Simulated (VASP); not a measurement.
Energy against volume of YN (rock salt). These are PBE0 hybrid, VASP's PBE PAW potentials (set 64) (plane waves; VASP) values and carry that method's errors. Run with 520 eV cut-off, 8×8×8 Γ-centred mesh, Gaussian smearing of 0.050 eV, potentials Y_sv N.

```csv
V (Å³/atom),E (eV/atom)
13.423,-11.30447
13.865,-11.33861
14.308,-11.35430
14.750,-11.35427
```

### Question
Fit these four points and predict the energy of the run at 15.193 Å³/atom.

### Answer
A cubic in V^(−2/3), the third-order Birch-Murnaghan form, passes through the four points with V0 = 14.53 Å³/atom and B0 = 172 GPa, and gives -11.3409 eV/atom there. The run gave -11.3408 eV/atom, +0.1 meV/atom from the fit; all five points give B0 = 173 GPa.

The compound is YN in the rock salt structure. The cell was not relaxed at this level. The cell's shape comes from a PBE relaxation.
